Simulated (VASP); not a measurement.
Method: r2SCAN meta-GGA, VASP's PBE PAW potentials (set 64) (plane waves; VASP).

A VASP calculation is set up with these files.

**INCAR**
```
SYSTEM = Ge
PREC = Accurate
ENCUT = 400
EDIFF = 1E-6
NELM = 100
ALGO = Normal
LREAL = .FALSE.
LASPH = .TRUE.
ISMEAR = 1
SIGMA = 0.1
METAGGA = R2SCAN
LMIXTAU = .TRUE.
LMAXMIX = 4
LWAVE = .FALSE.
LCHARG = .FALSE.
IBRION = 2
ISIF = 3
NSW = 60
EDIFFG = -0.01
```

File POSCAR:
```
Ge
1
    2.8000000000     0.0000000000     0.0000000000
    0.0000000000     2.8000000000     0.0000000000
    0.0000000000     0.0000000000     2.8000000000
Ge
1
Direct
  0.0000000000   0.0000000000   0.0000000000
```

File KPOINTS:
```
Automatic mesh
0
G
 12 12 12
0 0 0
```

POTCAR, in this order: Ge_d (PBE.64 set). Program: vasp_std.

The resulting files:

OUTCAR:
```
 ion  position               nearest neighbor table
   1  0.000  0.000  0.000-
  LATTYP: Found a simple cubic cell.
 ALAT       =     2.8000000000
 Subroutine PRICEL returns:
 Original cell was already a primitive cell.
 Subroutine GETGRP returns: Found 48 space group operations
The static configuration has the point symmetry O_h .
The dynamic configuration has the point symmetry O_h .
 Subroutine INISYM returns: Found 48 space group operations
 Subroutine IBZKPT returns following result:
 Found     84 irreducible k-points:

 Following reciprocal coordinates:
            Coordinates               Weight
  0.000000  0.000000  0.000000      1.000000
  0.083333  0.000000  0.000000      6.000000
  0.166667  0.000000  0.000000      6.000000
  0.250000  0.000000  0.000000      6.000000
  0.333333  0.000000  0.000000      6.000000
  0.416667  0.000000  0.000000      6.000000
  0.500000  0.000000  0.000000      3.000000
  0.083333  0.083333  0.000000     12.000000
  0.166667  0.083333  0.000000     24.000000
  0.250000  0.083333  0.000000     24.000000
  0.333333  0.083333  0.000000     24.000000
  0.416667  0.083333  0.000000     24.000000
  0.500000  0.083333  0.000000     12.000000
  0.166667  0.166667  0.000000     12.000000
  0.250000  0.166667  0.000000     24.000000
  0.333333  0.166667  0.000000     24.000000
  0.416667  0.166667  0.000000     24.000000
  0.500000  0.166667  0.000000     12.000000
  0.250000  0.250000  0.000000     12.000000
  0.333333  0.250000  0.000000     24.000000
  0.416667  0.250000  0.000000     24.000000
  0.500000  0.250000  0.000000     12.000000
  0.333333  0.333333  0.000000     12.000000
  0.416667  0.333333  0.000000     24.000000
  0.500000  0.333333  0.000000     12.000000
  0.416667  0.416667  0.000000     12.000000
  0.500000  0.416667  0.000000     12.000000
  0.500000  0.500000  0.000000      3.000000
  0.083333  0.083333  0.083333      8.000000
  0.166667  0.083333  0.083333     24.000000
  0.250000  0.083333  0.083333     24.000000
  0.333333  0.083333  0.083333     24.000000
  0.416667  0.083333  0.083333     24.000000
  0.500000  0.083333  0.083333     12.000000
  0.166667  0.166667  0.083333     24.000000
  0.250000  0.166667  0.083333     48.000000
  0.333333  0.166667  0.083333     48.000000
  0.416667  0.166667  0.083333     48.000000
  0.500000  0.166667  0.083333     24.000000
  0.250000  0.250000  0.083333     24.000000
   k-points           NKPTS =     84   k-points in BZ     NKDIM =     84   number of bands    NBANDS=     11
   number of dos      NEDOS =    301   number of ions     NIONS =      1
   total plane-waves  NPLWV =   5832
   dimension x,y,z NGX =    18 NGY =   18 NGZ =   18
   dimension x,y,z NGXF=    36 NGYF=   36 NGZF=   36
   ions per type =               1
   PREC   = accura    normal or accurate (medium, high low for compatibility)
   ISTART =      0    job   : 0-new  1-cont  2-samecut
   ICHARG =      2    charge: 1-file 2-atom 10-const
   ISPIN  =      1    spin polarized calculation?
   LNONCOLLINEAR =      F non collinear calculations
   LSORBIT =      F    spin-orbit coupling
   INIWAV =      1    electr: 0-lowe 1-rand  2-diag
   ENCUT  =  400.0 eV  29.40 Ry    5.42 a.u.   4.57  4.57  4.57*2*pi/ulx,y,z
   NELM   =    100;   NELMIN=  2; NELMDL= -5     # of ELM steps
   EDIFF  = 0.1E-05   stopping-criterion for ELM
   LREAL  =      F    real-space projection
   NLSPLINE    = F    spline interpolate recip. space projectors
   LMAXMIX     =    4 max onsite mixed and CHGCAR
   VOSKOWN=      0    Vosko Wilk Nusair interpolation
...
```

File OSZICAR:
```
       N       E                     dE             d eps       ncg     rms          rms(c)
DAV:   1     0.423599884252E+02    0.42360E+02   -0.69328E+03  1904   0.297E+03
DAV:   2    -0.101492580648E+02   -0.52509E+02   -0.50872E+02  1899   0.374E+02
DAV:   3    -0.147091086309E+02   -0.45599E+01   -0.45363E+01  2076   0.729E+01
DAV:   4    -0.147906927527E+02   -0.81584E-01   -0.81564E-01  2088   0.110E+01
DAV:   5    -0.147918367713E+02   -0.11440E-02   -0.11440E-02  2055   0.142E+00    0.126E+00
DAV:   6    -0.133428477008E+02    0.14490E+01   -0.22021E-01  2094   0.104E+01    0.733E-01
DAV:   7    -0.134542678600E+02   -0.11142E+00   -0.66300E-02  1899   0.381E+00    0.370E-01
DAV:   8    -0.134180885762E+02    0.36179E-01   -0.31241E-02  1884   0.137E+00    0.727E-02
DAV:   9    -0.134211259382E+02   -0.30374E-02   -0.21956E-03  1941   0.436E-01    0.380E-02
DAV:  10    -0.134210532043E+02    0.72734E-04   -0.18699E-04  2169   0.302E-01    0.221E-02
DAV:  11    -0.134210806753E+02   -0.27471E-04   -0.30469E-04  2060   0.331E-01    0.101E-02
DAV:  12    -0.134212259089E+02   -0.14523E-03   -0.60016E-05  1902   0.111E-01    0.475E-03
DAV:  13    -0.134212724586E+02   -0.46550E-04   -0.34266E-05  1944   0.895E-02    0.116E-03
DAV:  14    -0.134212727302E+02   -0.27165E-06   -0.90385E-07  1364   0.166E-02
   1 F= -.13421273E+02 E0= -.13421002E+02  d E =-.134213E+02
       N       E                     dE             d eps       ncg     rms          rms(c)
DAV:   1    -0.174023914351E+02   -0.39811E+01   -0.39927E+01  2175   0.128E+02    0.122E+01
DAV:   2    -0.144133098389E+02    0.29891E+01   -0.37156E+00  2130   0.615E+01    0.583E+00
DAV:   3    -0.135315351949E+02    0.88177E+00   -0.94702E-01  2398   0.226E+01    0.158E+00
DAV:   4    -0.134453390350E+02    0.86196E-01   -0.83001E-02  1848   0.457E+00    0.579E-01
DAV:   5    -0.134659723253E+02   -0.20633E-01   -0.40074E-02  1887   0.326E+00    0.180E-01
DAV:   6    -0.134997814040E+02   -0.33809E-01   -0.23513E-02  1848   0.146E+00    0.355E-02
DAV:   7    -0.135004420918E+02   -0.66069E-03   -0.80455E-04  1965   0.364E-01    0.193E-02
DAV:   8    -0.135000686870E+02    0.37340E-03   -0.88194E-05  2001   0.173E-01    0.918E-03
DAV:   9    -0.135005468148E+02   -0.47813E-03   -0.15800E-04  1851   0.156E-01    0.555E-03
DAV:  10    -0.135005507757E+02   -0.39609E-05   -0.90940E-06  1893   0.332E-02    0.273E-03
DAV:  11    -0.135005511670E+02   -0.39136E-06   -0.93199E-08  1200   0.553E-03
   2 F= -.13500551E+02 E0= -.13500467E+02  d E =-.792784E-01
       N       E                     dE             d eps       ncg     rms          rms(c)
DAV:   1    -0.135453593659E+02   -0.44809E-01   -0.55483E-01  2211   0.195E+01    0.122E+00
DAV:   2    -0.135127637132E+02    0.32596E-01   -0.33054E-02  2103   0.469E+00    0.626E-01
DAV:   3    -0.135016836688E+02    0.11080E-01   -0.15940E-02  2207   0.285E+00    0.121E-01
DAV:   4    -0.135014045760E+02    0.27909E-03   -0.11318E-03  1944   0.713E-01    0.542E-02
DAV:   5    -0.135015491816E+02   -0.14461E-03   -0.25099E-04  1920   0.285E-01    0.184E-02
DAV:   6    -0.135016736198E+02   -0.12444E-03   -0.94144E-05  1860   0.114E-01    0.757E-03
DAV:   7    -0.135017239276E+02   -0.50308E-04   -0.30942E-05  1854   0.578E-02    0.263E-03
DAV:   8    -0.135017283926E+02   -0.44650E-05   -0.81074E-07  1810   0.104E-02    0.227E-04
DAV:   9    -0.135017284785E+02   -0.85847E-07   -0.42747E-08   966   0.226E-03
   3 F= -.13501728E+02 E0= -.13501616E+02  d E =-.804557E-01
```

OUTCAR:
```
------------------------ aborting loop because EDIFF is reached ----------------------------------------
  FORCE on cell =-STRESS in cart. coord.  units (eV):
  Direction    XX          YY          ZZ          XY          YZ          ZX
  --------------------------------------------------------------------------------------
  Total       -0.0061325     -0.0061325     -0.0061325      0.0000000      0.0000000      0.0000000
  in kB       -0.5152058     -0.5152058     -0.5152058      0.0000000      0.0000000      0.0000000
  external PRESSURE =      -0.5152058 kB  Pullay stress =       0.0000000 kB
  volume of cell :       19.07
      direct lattice vectors                 reciprocal lattice vectors
     2.671711532 -0.000000000 -0.000000000     0.374291905 -0.000000000 -0.000000000
     0.000000000  2.671711532  0.000000000     0.000000000  0.374291905 -0.000000000
     0.000000000  0.000000000  2.671711532     0.000000000 -0.000000000  0.374291905
 POSITION                                       TOTAL-FORCE (eV/Angst)
 -----------------------------------------------------------------------------------
      0.00000      0.00000      0.00000         0.000000      0.000000      0.000000
 -----------------------------------------------------------------------------------
    total drift:                               -0.000000      0.000000     -0.000000
  FREE ENERGIE OF THE ION-ELECTRON SYSTEM (eV)
  ---------------------------------------------------
  free  energy   TOTEN  =       -13.5017284785 eV

  energy  without entropy=      -13.5013918545  energy(sigma->0) =      -13.50161627

 reached required accuracy - stopping structural energy minimisation
```
(Selected blocks of OUTCAR.)

**CONTCAR**
```
Ge
   1.00000000000000
     2.6717115319846028   -0.0000000000000000   -0.0000000000000000
     0.0000000000000000    2.6717115319846028    0.0000000000000000
     0.0000000000000000    0.0000000000000000    2.6717115319846028
  Ge
     1
Direct
     0.0000000000000000    0.0000000000000000    0.0000000000000000
```

Energy and stress use the plane-wave basis of the starting cell.

The structure was generated: Ge was put into the simple-cubic type (Pm-3m), which need not be its known phase. This run relaxes it. Symmetry was kept, so distortions that lower it aren't found.
